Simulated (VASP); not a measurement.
Runs of VASP 6.6.1 on CaH. The structure is tetragonal, space group P4/mmm (No. 123). Conventional cell: a = 3.227 Å, b = 3.227 Å, c = 7.631 Å, α = 90.00°, β = 90.00°, γ = 90.00°. Ca (site symmetry 4/mmm) is surrounded by 4 Ca at 3.23 Å and 8 H at 3.52 Å. Ca (site symmetry 4/mmm) has 8 H at 2.55 Å as nearest neighbours. Around H (site symmetry 4mm) lie 1 H at 2.28 Å and 4 Ca at 2.55 Å. The cell was built by a generator and needn't be a form met in nature.

```tsv
task	level	cell	k mesh	cutoff (eV)	smearing	grid for exact exchange (PRECFOCK)	exchange at q = 0	gap on the mesh (eV)	pressure (GPa)	relaxed volume (Å³/atom)	largest force (eV/Å)
atomic charges	SCAN0	as given	5 × 5 × 3	520	fermi-dirac 0.05 eV	Normal	default	0.72	0.2	-	(b)
relaxation of cell and atoms	PBE	relaxed	8 × 8 × 4	600	gaussian 0.05 eV	-	-	none	0.0	19.97	0.01
single point	PBE	as given	8 × 8 × 4	520	fermi-dirac 0.05 eV	-	-	none	(a)	-	0.01
relaxation of cell and atoms	PBEsol	relaxed	8 × 8 × 4	600	gaussian 0.05 eV	-	-	none	0.0	18.32	-
```

Alike in all rows: potentials or basis VASP PAW PBE potentials, release 64 (Ca_sv, H); no spin polarisation.

Problem. Estimate the missing entries.

Solution. (a) 0.1; (b) 0.13.

Caveats: the PAW data sets were made with another functional, which shifts forces and pressure a little (some runs); an odd mesh through Γ misses points on the zone boundary, where band edges often lie (some runs).

A gap of «none» marks a metal or a gap under the smearing width.

Not every run made on this cell is shown here.
